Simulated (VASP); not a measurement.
# Cl on Al(100): which site?

Where does Cl sit on Al(100), and how strongly does it bind?

Main program and level: VASP 6.6.1; RPBE; plane waves and PAW (Al), in the first sound run; inputs show where later runs differ.

### Step 1. The starting structure

Symmetry: Fm-3m, No. 225, cubic system. Conventional cell: a = 4.050 Å, b = 4.050 Å, c = 4.050 Å, α = 90.00°, β = 90.00°, γ = 90.00°. Nearest to Al lie 12 Al at 2.86 Å.

Coordinates:

```cif
data_structure
_symmetry_space_group_name_H-M 'Fm-3m'
_symmetry_Int_Tables_number 225
_cell_length_a 4.0500
_cell_length_b 4.0500
_cell_length_c 4.0500
_cell_angle_alpha 90.000
_cell_angle_beta 90.000
_cell_angle_gamma 90.000
_cell_volume 66.43
loop_
_atom_site_label
_atom_site_type_symbol
_atom_site_symmetry_multiplicity
_atom_site_Wyckoff_symbol
_atom_site_fract_x
_atom_site_fract_y
_atom_site_fract_z
_atom_site_occupancy
Al1 Al 4 a 0.00000 0.00000 0.00000 1
```

### Step 2. The bulk reference, job relaxation, k-mesh 16×16×16

The bulk crystal is relaxed first, so that the slabs are cut at this functional's lattice.

Contents of INCAR:

```
SYSTEM = Al
PREC = Accurate
ENCUT = 420
EDIFF = 1E-06
NELM = 120
ISMEAR = 1
SIGMA = 0.15
LREAL = .FALSE.
ALGO = Normal
GGA = RP
NBANDS = 7
LORBIT = 11
LWAVE = .FALSE.
LCHARG = .FALSE.
KPAR = 4
IBRION = 2
NSW = 30
ISIF = 3
EDIFFG = -0.01
POTIM = 0.4
```

Contents of POSCAR:

```
Al
1.0
    0.0000000000      2.0250000000      2.0250000000
    2.0250000000      0.0000000000      2.0250000000
    2.0250000000      2.0250000000      0.0000000000
Al
1
Direct
    0.0000000000      0.0000000000      0.0000000000
```

Contents of KPOINTS:

```
Automatic mesh
0
Gamma
16 16 16
0 0 0
```

PAW data sets: Al (PBE family, release 64).

On the command line:

```
$ mpirun -np 4 vasp_std
```

What it wrote:

```text
[banner, memory and clock lines left out]
running    4 mpi-ranks, on    1 nodes
 distrk:  each k-point on    1 cores,    4 groups
 distr:  one band on    1 cores,    1 groups

 POSCAR found type information on POSCAR Al
 POSCAR found :  1 types and       1 ions
|                                                                             |
|               ----> ADVICE to this user running VASP <----                  |
|                                                                             |
|     You enforced a specific xc type in the INCAR file but a different       |
|     [... a line on the potential file left out ...]
|     I HOPE YOU KNOW WHAT YOU ARE DOING!                                     |
|                                                                             |

 LDA part: xc-table for (Slater+PW92), standard interpolation
 POSCAR, INCAR and KPOINTS ok, starting setup
 FFT: planning ... GRIDC
 FFT: planning ... GRID_SOFT
 FFT: planning ... GRID
 WAVECAR not read
 entering main loop
       N       E                     dE             d eps       ncg     rms          rms(c)
DAV:   1    -0.246524546684E+01   -0.24652E+01   -0.73169E+02  2100   0.187E+02
DAV:   2    -0.352707428807E+01   -0.10618E+01   -0.10369E+01  2779   0.182E+01
DAV:   3    -0.353381886293E+01   -0.67446E-02   -0.67403E-02  2870   0.154E+00
DAV:   4    -0.353383144029E+01   -0.12577E-04   -0.12577E-04  3066   0.543E-02
DAV:   5    -0.353383144836E+01   -0.80762E-08   -0.76603E-08  2835   0.108E-03    0.183E+00
DAV:   6    -0.352196141150E+01    0.11870E-01   -0.15019E-03  2709   0.242E-01    0.106E+00
DAV:   7    -0.351257143454E+01    0.93900E-02   -0.46441E-03  2611   0.385E-01    0.189E-01
DAV:   8    -0.351255702307E+01    0.14411E-04   -0.15411E-05  3178   0.307E-02    0.444E-02
DAV:   9    -0.351255342532E+01    0.35977E-05   -0.17456E-06  2744   0.775E-03    0.636E-04
DAV:  10    -0.351255318303E+01    0.24230E-06   -0.62230E-09  1827   0.672E-04
   1 F= -.35125532E+01 E0= -.35127693E+01  d E =-.351255E+01
 curvature:   0.00 expect dE= 0.000E+00 dE for cont linesearch  0.000E+00
 trial: gam= 0.00000 g(F)=  0.000E+00 g(S)=  0.530E-03 ort = 0.000E+00 (trialstep = 0.100E+01)
 search vector abs. value=  0.530E-03
 bond charge predicted
       N       E                     dE             d eps       ncg     rms          rms(c)
DAV:   1    -0.351284890666E+01   -0.29548E-03   -0.29158E-03  2506   0.239E-01    0.526E-02
DAV:   2    -0.351283738572E+01    0.11521E-04   -0.17210E-05  2744   0.320E-02    0.171E-02
DAV:   3    -0.351282903922E+01    0.83465E-05   -0.14653E-06  2583   0.605E-03    0.606E-03
DAV:   4    -0.351282756330E+01    0.14759E-05   -0.32707E-07  1421   0.282E-03    0.348E-03
DAV:   5    -0.351282758389E+01   -0.20594E-07   -0.17765E-08  1225   0.840E-04
   2 F= -.35128276E+01 E0= -.35130481E+01  d E =-.274401E-03
 trial-energy change:   -0.000274  1 .order   -0.000279   -0.000530   -0.000028
 step:   1.0597(harm=  1.0563)  dis= 0.00000  next Energy=    -3.512828 (dE=-0.275E-03)
 reached required accuracy - stopping structural energy minimisation
```

Wall time 12 s (4 MPI ranks of AMD EPYC 7R43, shared host); peak memory 0.37 GiB.

The logs omit lines about the potential files and the build; timing stands in the text.

Parts of OUTCAR (step 2):

```text
ion  position               nearest neighbor table
   1  0.000  0.000  0.000-

  LATTYP: Found a face centered cubic cell.
 ALAT       =     4.0500000000

 Subroutine GETGRP returns: Found 48 space group operations
 (whereof 48 operations were pure point group operations)

The static configuration has the point symmetry O_h .

 Found    145 irreducible k-points:

   k-points           NKPTS =    145   k-points in BZ     NKDIM =    145   number of bands    NBANDS=      7

   dimension x,y,z NGX =    20 NGY =   20 NGZ =   20
   dimension x,y,z NGXF=    40 NGYF=   40 NGZF=   40

   ENCUT  =  420.0 eV  30.87 Ry    5.56 a.u.   4.79  4.79  4.79*2*pi/ulx,y,z

   NELECT =       3.0000    total number of electrons

 k-points in reciprocal lattice and weights: Automatic mesh
   0.00000000  0.00000000  0.00000000       0.000
   0.06250000  0.00000000  0.00000000       0.002
   0.12500000  0.00000000  0.00000000       0.002
   0.18750000  0.00000000  0.00000000       0.002
   0.25000000  0.00000000  0.00000000       0.002
   0.31250000  0.00000000  0.00000000       0.002
   0.37500000  0.00000000  0.00000000       0.002
   0.43750000  0.00000000  0.00000000       0.002
   0.50000000  0.00000000  0.00000000       0.001
[...]
-0.31250000  0.50000000  0.18750000       0.003
  -0.25000000  0.50000000  0.25000000       0.001

 average (electrostatic) potential at core
       1 -72.9677

 E-fermi :   7.9859

 k-point     1 :       0.0000    0.0000    0.0000
  band No.  band energies     occupation
      1      -3.0929      2.00000
      2      20.4656      0.00000
      3      20.4656      0.00000
      4      20.4656      0.00000
      5      21.9774      0.00000
      6      21.9774      0.00000
    ...

 k-point     2 :       0.0625    0.0000    0.0000
  band No.  band energies     occupation
      1      -2.9877      2.00000
      2      18.6959      0.00000
      3      20.0988      0.00000
      4      20.0988      0.00000
      5      22.5086      0.00000
      6      22.5086      0.00000
    ...

 k-point     3 :       0.1250    0.0000    0.0000
  band No.  band energies     occupation
      1      -2.6725      2.00000
      2      16.1979      0.00000
      3      19.5365      0.00000
      4      19.5365      0.00000
      5      22.5480      0.00000
      6      23.5054      0.00000
    ...

  Total        0.0036026      0.0036026      0.0036026      0.0000000      0.0000000     -0.0000000
  in kB        0.3448503      0.3448503      0.3448503      0.0000000      0.0000000     -0.0000000
  external PRESSURE =       0.3448503 kB  Pullay stress =       0.0000000 kB

  energy-cutoff  :      420.00
  volume of cell :       16.74
      direct lattice vectors                 reciprocal lattice vectors
    -0.000000000  2.030286511  2.030286511    -0.246270660  0.246270660  0.246270660
     2.030286511  0.000000000  2.030286511     0.246270660 -0.246270660  0.246270660
     2.030286511  2.030286511 -0.000000000     0.246270660  0.246270660 -0.246270660

 POSITION                                       TOTAL-FORCE (eV/Angst)
 -----------------------------------------------------------------------------------
      0.00000      0.00000      0.00000         0.000000      0.000000      0.000000
 -----------------------------------------------------------------------------------
    total drift:                               -0.000000     -0.000000     -0.000000

  FREE ENERGIE OF THE ION-ELECTRON SYSTEM (eV)
  ---------------------------------------------------
  free  energy   TOTEN  =        -3.5128275839 eV

  energy  without entropy=       -3.5134891972  energy(sigma->0) =       -3.51304812

 reached required accuracy - stopping structural energy minimisation

 total charge
# of ion       s       p       d       tot
------------------------------------------
    1        0.429   0.333   0.000   0.762

[... 3 further parts left out ...]
```

CONTCAR:

```
Al
   1.00000000000000
    -0.0000000000000000    2.0302865112626347    2.0302865112626347
     2.0302865112626347    0.0000000000000000    2.0302865112626347
     2.0302865112626347    2.0302865112626347   -0.0000000000000000
  Al
     1
Direct
     0.0000000000000000    0.0000000000000000    0.0000000000000000
```

This run has no spin polarisation. Its electron count is odd, so without a moment it is a metal by construction. The PAW data sets were made with PBE, which is usual practice but a small mismatch for other functionals. The run keeps the 48 symmetry operations of its start, so it cannot find a distortion of lower symmetry.

The steps of the relaxation:

| step | energy less that of the first step (eV) | largest force (eV/Å) | pressure (GPa) | volume (Å³) |
| --- | --- | --- | --- | --- |
| 1 | 0.0000 | 0.0000 | 0.65 | 16.61 |
| 2 | -0.0003 | 0.0000 | 0.03 | 16.74 |

| conventional cell, symmetrised | before | after | change |
| --- | --- | --- | --- |
| a (Å) | 4.050 | 4.061 | +0.3 % |
| b (Å) | 4.050 | 4.061 | +0.3 % |
| c (Å) | 4.050 | 4.061 | +0.3 % |
| volume (Å³/atom) | 16.61 | 16.74 | +0.8 % |

Final coordinates:

```cif
data_structure
_symmetry_space_group_name_H-M 'P 1'
_symmetry_Int_Tables_number 1
_cell_length_a 2.8713
_cell_length_b 2.8713
_cell_length_c 2.8713
_cell_angle_alpha 60.000
_cell_angle_beta 60.000
_cell_angle_gamma 60.000
_cell_volume 16.74
loop_
_atom_site_label
_atom_site_type_symbol
_atom_site_fract_x
_atom_site_fract_y
_atom_site_fract_z
_atom_site_occupancy
Al1 Al 0.00000 0.00000 0.00000 1
```

This step gave:

```yaml
electronic_cycles: 15
electrons: 3
free_energy_toten: -3.513 eV
energy_at_zero_smearing: -3.513 eV
fermi_energy: 7.986 eV
metallic: yes
```

The run ended after 2 ionic steps, 0.000 eV below its first step, once forces and stress met EDIFFG = -0.01.

Energy at zero smearing: -3.51305 eV.

### Step 3. The bulk reference, job self-consistent run, k-mesh 20×20×20

Contents of INCAR:

```
SYSTEM = Al
PREC = Normal
ENCUT = 320
EDIFF = 1E-06
NELM = 120
ISMEAR = 1
SIGMA = 0.15
LREAL = .FALSE.
ALGO = Fast
GGA = RP
NBANDS = 7
LORBIT = 11
LWAVE = .FALSE.
LCHARG = .FALSE.
KPAR = 4
```

Contents of POSCAR:

```
Al
1.0
    0.0000000000      2.0302865113      2.0302865113
    2.0302865113      0.0000000000      2.0302865113
    2.0302865113      2.0302865113      0.0000000000
Al
1
Direct
    0.0000000000      0.0000000000      0.0000000000
```

Contents of KPOINTS:

```
Automatic mesh
0
Gamma
20 20 20
0 0 0
```

On the command line:

```
$ mpirun -np 4 vasp_std
```

What it wrote:

```text
[banner, memory and clock lines left out]
running    4 mpi-ranks, on    1 nodes
[...]
[... a notice as in an earlier step ...]

 LDA part: xc-table for (Slater+PW92), standard interpolation
 POSCAR, INCAR and KPOINTS ok, starting setup
[...]
entering main loop
       N       E                     dE             d eps       ncg     rms          rms(c)
DAV:   1    -0.272683871361E+01   -0.27268E+01   -0.62097E+02  4284   0.140E+02
DAV:   2    -0.352208452071E+01   -0.79525E+00   -0.74807E+00  4914   0.156E+01
DAV:   3    -0.352585744653E+01   -0.37729E-02   -0.37708E-02  4774   0.109E+00
DAV:   4    -0.352586341214E+01   -0.59656E-05   -0.59647E-05  5551   0.372E-02
[...]
RMM:   9    -0.350447962785E+01   -0.31646E-06   -0.22910E-05  3984   0.327E-02    0.149E-02
RMM:  10    -0.350447820600E+01    0.14219E-05   -0.47230E-06  4092   0.146E-02    0.338E-02
RMM:  11    -0.350447801449E+01    0.19151E-06   -0.67653E-07  3370   0.525E-03
   1 F= -.35044780E+01 E0= -.35043791E+01  d E =-.296876E-03
```

Run time: 7.2 s. Hardware: 4 MPI ranks; peak memory 0.32 GiB.

Parts of OUTCAR (step 3):

```text
  Total        0.0030630      0.0030630      0.0030630      0.0000000      0.0000000     -0.0000000
  in kB        0.2931908      0.2931908      0.2931908      0.0000000      0.0000000     -0.0000000
  external PRESSURE =       0.2931908 kB  Pullay stress =       0.0000000 kB

 POSITION                                       TOTAL-FORCE (eV/Angst)
 -----------------------------------------------------------------------------------
      0.00000      0.00000      0.00000        -0.000000     -0.000000     -0.000000
 -----------------------------------------------------------------------------------
    total drift:                                0.000000     -0.000000     -0.000000

  FREE ENERGIE OF THE ION-ELECTRON SYSTEM (eV)
  ---------------------------------------------------
  free  energy   TOTEN  =        -3.5044780145 eV

  energy  without entropy=       -3.5041811389  energy(sigma->0) =       -3.50437906

[... 3 further parts left out ...]
[key lines of the parts left out:]
E-fermi :   8.0069
```

Numbers from this step:

```yaml
electronic_cycles: 11
free_energy_toten: -3.504 eV
energy_at_zero_smearing: -3.504 eV
fermi_energy: 8.007 eV
```

Energy at zero smearing: -3.50438 eV.

The run ends at a pressure of 0.03 GPa.

[end of part 1 of 6]

[Lines on the potential files, build, host, timing and source positions are cut from VASP's logs without a mark.]

[Logs are printed without paths, hosts, clocks, repeated set-up lines and the standing remarks that a program may print on its own settings, such as how far it seeks lower states.]

[Hosts, paths, dates, database ids (printed as entryN), source tags and the programs' standing remarks are cut or masked in the printed files.]

[Runs that stopped without an error message from VASP are left out.]
